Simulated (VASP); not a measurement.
# Ge3Rh (Pm-3n) in VASP: single point with PBE

Aim: the single point of Ge3Rh with PBE.

Everything below comes from runs of VASP 6.6.1. Logs are shortened: lines on timing, memory, paths and dates and some standing lists are left out, and cuts for length are marked.

## Step 1: The cell of the first run

Symmetry: Pm-3n, No. 223, cubic system. The conventional cell has a = 5.138 Å, b = 5.138 Å, c = 5.138 Å, α = 90.00°, β = 90.00°, γ = 90.00°. Ge (site symmetry -4m2) is surrounded by 2 Ge at 2.57 Å and 4 Rh at 2.87 Å. Around Rh (site symmetry m-3) lie 12 Ge at 2.87 Å.

The cell was built by a generator and needn't be a form met in nature.

## Step 2: Single point, PBE (species swapped into the Zr3Sn type (Pm-3n, No. 223))

Contents of INCAR:

```
SYSTEM = Ge3Rh
PREC = Accurate
ENCUT = 520
EDIFF = 1E-6
ISMEAR = 0
SIGMA = 0.1
LREAL = .False.
LASPH = .True.
NELM = 100
ALGO = Fast
ISIF = 2
LWAVE = .False.
LCHARG = .False.
GGA = PE
NBANDS = 67
```

Contents of KPOINTS:

```
regular mesh
0
Gamma
  8 8 8
  0 0 0
```

Contents of POSCAR:

```
Ge3Rh
1.0
    5.1382110629      0.0000000000      0.0000000000
    0.0000000000      5.1382110629      0.0000000000
    0.0000000000      0.0000000000      5.1382110629
Ge Rh
6 2
Direct
    0.2500000000      0.0000000000      0.5000000000
    0.5000000000      0.7500000000      0.0000000000
    0.7500000000      0.0000000000      0.5000000000
    0.5000000000      0.2500000000      0.0000000000
    0.0000000000      0.5000000000      0.7500000000
    0.0000000000      0.5000000000      0.2500000000
    0.0000000000      0.0000000000      0.0000000000
    0.5000000000      0.5000000000      0.5000000000
```

Potentials or basis: VASP PAW PBE potentials, release 64 (Ge_d, Rh_pv).

On the command line:

```bash
cat potpaw_PBE.64/Ge_d/POTCAR potpaw_PBE.64/Rh_pv/POTCAR > POTCAR
mpirun -np 1 vasp_std > vasp.out
```

OUTCAR:

```text
SYSTEM = Ge3Rh
   PREC = Accurate
   ENCUT = 520
   EDIFF = 1E-6
   ISMEAR = 0
   LREAL = .False.
   LASPH = .True.
   NELM = 100
   ISIF = 2
   GGA = PE

 ion  position               nearest neighbor table
   1  0.250  0.000  0.500-   3 2.57   3 2.57   8 2.87   7 2.87   8 2.87   7 2.87
   2  0.500  0.750  0.000-   4 2.57   4 2.57   8 2.87   8 2.87   7 2.87   7 2.87
   3  0.750  0.000  0.500-   1 2.57   1 2.57   8 2.87   7 2.87   8 2.87   7 2.87
   4  0.500  0.250  0.000-   2 2.57   2 2.57   8 2.87   8 2.87   7 2.87   7 2.87
   5  0.000  0.500  0.750-   6 2.57   6 2.57   8 2.87   7 2.87   7 2.87   8 2.87
   6  0.000  0.500  0.250-   5 2.57   5 2.57   8 2.87   7 2.87   7 2.87   8 2.87
   7  0.000  0.000  0.000-   1 2.87   2 2.87   3 2.87   4 2.87   5 2.87   6 2.87   1 2.87   3 2.87
                             5 2.87   6 2.87   2 2.87   4 2.87
   8  0.500  0.500  0.500-   1 2.87   2 2.87   3 2.87   4 2.87   5 2.87   6 2.87   2 2.87   4 2.87
                             1 2.87   3 2.87   5 2.87   6 2.87

  LATTYP: Found a simple cubic cell.
 ALAT       =     5.1382110629

  Lattice vectors:

 A1 = (   5.1382110629,   0.0000000000,   0.0000000000)
 A2 = (   0.0000000000,   5.1382110629,   0.0000000000)
 A3 = (   0.0000000000,   0.0000000000,   5.1382110629)

Analysis of symmetry for initial positions (statically):
=====================================================================
 Subroutine PRICEL returns:
 Original cell was already a primitive cell.

 Routine SETGRP: Setting up the symmetry group for a
 simple cubic supercell.

 Subroutine GETGRP returns: Found 48 space group operations
 (whereof 24 operations were pure point group operations)
 out of a pool of 48 trial point group operations.

The static configuration has the point symmetry T_h .
 The point group associated with its full space group is O_h .

Analysis of symmetry for dynamics (positions and initial velocities):
=====================================================================
 Subroutine PRICEL returns:
 Original cell was already a primitive cell.

 Routine SETGRP: Setting up the symmetry group for a
 simple cubic supercell.

 Subroutine GETGRP returns: Found 48 space group operations
 (whereof 24 operations were pure point group operations)
 out of a pool of 48 trial point group operations.

The dynamic configuration has the point symmetry T_h .
 The point group associated with its full space group is O_h .

 Subroutine INISYM returns: Found 48 space group operations
 (whereof 24 operations are pure point group operations),
 and found     1 'primitive' translations

----------------------------------------------------------------------------------------

                                     Primitive cell

  volume of cell :     135.6550

  direct lattice vectors                    reciprocal lattice vectors
     5.138211063  0.000000000  0.000000000     0.194620265  0.000000000  0.000000000
     0.000000000  5.138211063  0.000000000     0.000000000  0.194620265  0.000000000
     0.000000000  0.000000000  5.138211063     0.000000000  0.000000000  0.194620265

  length of vectors
     5.138211063  5.138211063  5.138211063     0.194620265  0.194620265  0.194620265

  position of ions in fractional coordinates (direct lattice)
     0.250000000  0.000000000  0.500000000
     0.500000000  0.750000000  0.000000000
     0.750000000  0.000000000  0.500000000
     0.500000000  0.250000000  0.000000000
     0.000000000  0.500000000  0.750000000
     0.000000000  0.500000000  0.250000000
     0.000000000  0.000000000  0.000000000
     0.500000000  0.500000000  0.500000000

  ion indices of the primitive-cell ions
   primitive index   ion index
                 1           1
                 2           2
                 3           3
                 4           4
                 5           5
                 6           6
                 7           7
                 8           8

----------------------------------------------------------------------------------------

 KPOINTS: regular mesh

Automatic generation of k-mesh.
 Grid dimensions read from file:
 generate k-points for:    8    8    8

 Generating k-lattice:

  Cartesian coordinates                     Fractional coordinates (reciprocal lattice)
     0.024327533  0.000000000  0.000000000     0.125000000  0.000000000  0.000000000
     0.000000000  0.024327533  0.000000000     0.000000000  0.125000000  0.000000000
     0.000000000  0.000000000  0.024327533     0.000000000  0.000000000  0.125000000

  Length of vectors
     0.024327533  0.024327533  0.024327533

  Shift w.r.t. Gamma in fractional coordinates (k-lattice)
     0.000000000  0.000000000  0.000000000

 Subroutine IBZKPT returns following result:
 ===========================================

 Found     35 irreducible k-points:

 Following reciprocal coordinates:
            Coordinates               Weight
  0.000000  0.000000  0.000000      1.000000
  0.125000  0.000000  0.000000      6.000000
  0.250000  0.000000  0.000000      6.000000
  0.375000  0.000000  0.000000      6.000000
  0.500000  0.000000  0.000000      3.000000
  0.125000  0.125000  0.000000     12.000000
[... 16 lines left out ...]
  0.375000  0.375000  0.125000     24.000000
  0.500000  0.375000  0.125000     24.000000
 [... further k-points ...]
   k-points           NKPTS =     35   k-points in BZ     NKDIM =     35   number of bands    NBANDS=     67
   number of dos      NEDOS =    301   number of ions     NIONS =      8
   total plane-waves  NPLWV =  64000
   dimension x,y,z NGX =    40 NGY =   40 NGZ =   40
   dimension x,y,z NGXF=    80 NGYF=   80 NGZF=   80
   ions per type =               6   2
   NGX,Y,Z   is equivalent  to a cutoff of  12.94, 12.94, 12.94 a.u.
   NGXF,Y,Z  is equivalent  to a cutoff of  25.88, 25.88, 25.88 a.u.
 SYSTEM =  Ge3Rh
   PREC   = accura    normal or accurate (medium, high low for compatibility)
   ISTART =      0    job   : 0-new  1-cont  2-samecut
   ICHARG =      2    charge: 1-file 2-atom 10-const
   ISPIN  =      1    spin polarized calculation?
   LNONCOLLINEAR =      F non collinear calculations
   LSORBIT =      F    spin-orbit coupling
   LASPH  =      T    aspherical Exc in radial PAW
   ENCUT  =  520.0 eV  38.22 Ry    6.18 a.u.   9.55  9.55  9.55*2*pi/ulx,y,z
   NELM   =    100;   NELMIN=  2; NELMDL= -5     # of ELM steps
   EDIFF  = 0.1E-05   stopping-criterion for ELM
   LREAL  =      F    real-space projection
   EDIFFG = 0.1E-04   stopping-criterion for IOM
   NSW    =      0    number of steps for IOM
   IBRION =     -1    ionic relax: 0-MD 1-quasi-New 2-CG
   NFREE  =      0    steps in history (QN), initial steepest desc. (CG)
   ISIF   =      2    stress and relaxation
   ISYM   =      2    0-nonsym 1-usesym 2-fastsym
   POTIM  = 0.5000    time-step for ionic-motion
   TEBEG  =    0.0;   TEEND  =   0.0 temperature during run
   PSTRESS=    0.0 pullay stress
   NELECT =     114.0000    total number of electrons
   NUPDOWN=      -1.0000    fix difference up-down
   EMIN   =  10.00;   EMAX   =-10.00  energy-range for DOS
   EFERMI =   0.00;   METHOD = LEGACY
   ISMEAR =     0;   SIGMA  =   0.10  broadening in eV -4-tet -1-fermi 0-gaus
   EFERMI_NEDOS =   21; number of points for ismear=-14 and -15
   IALGO  =     68    algorithm
   IMIX   =      4    mixing-type and parameters
     AMIX     =   0.40;   BMIX     =  1.00
     AMIX_MAG =   1.60;   BMIX_MAG =  1.00
  volume/ion in A,a.u.               =      16.96       114.43
  Fermi-wavevector in a.u.,A,eV,Ry     =   1.544891  2.919421 32.472864  2.386688
  Thomas-Fermi vector in A             =   2.650347
   LORBIT       =      0    0 simple, 1 ext, 2 COOP (PROOUT), +10 PAW based schemes
   GGA     = PE    functional components
   LHFCALC =     F    Hartree Fock is set to
   AEXX    =    0.0000 exact exchange contribution
   IVDW    =     0    specifies the selected vdW correction
   LEPSILON=     F    determine dielectric tensor
   LRPA    =     F    only Hartree local field effects (RPA)
 non-spin polarized calculation
 RMM-DIIS sequential band-by-band and
 Gauss-broadening in eV      SIGMA  =   0.10
  energy-cutoff  :      520.00
  volume of cell :      135.66
 maximum number of plane-waves:      3743
 NGX is ok and might be reduce to    40
   NGX = 19   NGY = 19   NGZ = 19

 number of electron     114.0000018 magnetization

 Free energy of the ion-electron system (eV)
  ---------------------------------------------------
  ext. energy  EPLUGINS =         0.00000000
  ---------------------------------------------------
  free energy    TOTEN  =       -40.89675011 eV

  energy without entropy =      -40.86472057  energy(sigma->0) =      -40.88073534

 E-fermi :   8.1776     XC(G=0): -12.0339

 val. band max:        8.1749052871   @ k =   0.5000   0.1250   0.0000
 cond. band min:       8.1965412078   @ k =   0.5000   0.2500   0.0000
 fundamental gap:      0.0216359207
 Fermi energy:         8.1775805530

 k-point     1 :       0.0000    0.0000    0.0000
  band No.  band energies     occupation
      1     -37.8830      2.00000
      2     -37.8830      2.00000
      3     -37.8830      2.00000
      4     -37.8820      2.00000
      5     -37.8820      2.00000
      6     -37.8820      2.00000
[... 59 lines left out ...]
     66      13.0580      0.00000
     67      13.2809      0.00000

 k-point     2 :       0.1250    0.0000    0.0000
  band No.  band energies     occupation
      1     -37.8830      2.00000
      2     -37.8830      2.00000
      3     -37.8830      2.00000
      4     -37.8821      2.00000
      5     -37.8820      2.00000
      6     -37.8820      2.00000
[... 59 lines left out ...]
     66      12.6198      0.00000
     67      12.8828      0.00000

 k-point     3 :       0.2500    0.0000    0.0000
  band No.  band energies     occupation
      1     -37.8829      2.00000
      2     -37.8829      2.00000
      3     -37.8829      2.00000
      4     -37.8822      2.00000
      5     -37.8821      2.00000
      6     -37.8821      2.00000
[... 1459 lines left out ...]
     66      12.5850      0.00000
     67      13.0618      0.00000

 k-point    24 :       0.5000    0.3750    0.1250
  band No.  band energies     occupation
      1     -37.8832      2.00000
      2     -37.8832      2.00000
      3     -37.8825      2.00000
      4     -37.8825      2.00000
      5     -37.8821      2.00000
      6     -37.8821      2.00000
[... 59 lines left out ...]
     66      12.7766      0.00000
     67      12.9937      0.00000

 [... further k-points ...]

------------------------ aborting loop because EDIFF is reached ----------------------------------------

  FORCE on cell =-STRESS in cart. coord.  units (eV):
  Direction    XX          YY          ZZ          XY          YZ          ZX
  --------------------------------------------------------------------------------------
  -------------------------------------------------------------------------------------
  Total        0.0507942      0.0507942      0.0507942     -0.0000000      0.0000000     -0.0000000
  in kB        0.5999137      0.5999137      0.5999137     -0.0000000      0.0000000     -0.0000000
  external PRESSURE =       0.5999137 kB  Pullay stress =       0.0000000 kB

 VOLUME and BASIS-vectors are now :
 -----------------------------------------------------------------------------
  energy-cutoff  :      520.00
  volume of cell :      135.66
      direct lattice vectors                 reciprocal lattice vectors
     5.138211063  0.000000000  0.000000000     0.194620265  0.000000000  0.000000000
     0.000000000  5.138211063  0.000000000     0.000000000  0.194620265  0.000000000
     0.000000000  0.000000000  5.138211063     0.000000000  0.000000000  0.194620265

 POSITION                                       TOTAL-FORCE (eV/Angst)
 -----------------------------------------------------------------------------------
      1.28455      0.00000      2.56911        -0.000000     -0.000000      0.000000
      2.56911      3.85366      0.00000         0.000000      0.000000     -0.000000
      3.85366      0.00000      2.56911         0.000000     -0.000000     -0.000000
      2.56911      1.28455      0.00000        -0.000000     -0.000000      0.000000
      0.00000      2.56911      3.85366        -0.000000      0.000000      0.000000
      0.00000      2.56911      1.28455         0.000000     -0.000000     -0.000000
      0.00000      0.00000      0.00000         0.000000      0.000000     -0.000000
      2.56911      2.56911      2.56911         0.000000      0.000000     -0.000000
 -----------------------------------------------------------------------------------
    total drift:                               -0.000000     -0.000000     -0.000000

  FREE ENERGIE OF THE ION-ELECTRON SYSTEM (eV)
  ---------------------------------------------------
  free  energy   TOTEN  =       -40.8967501097 eV

  energy  without entropy=      -40.8647205687  energy(sigma->0) =      -40.88073534
```

Run time: 2.6 min. Hardware: 1 thread of Intel Xeon 6975P-C (Granite Rapids), shared host; peak memory 0.39 GiB.

What came out:

```yaml
Free_energy: -40.8968 eV
Pressure: 0.1 GPa
Band_gap_on_the_k_mesh: none (metal or under the smearing width)
```
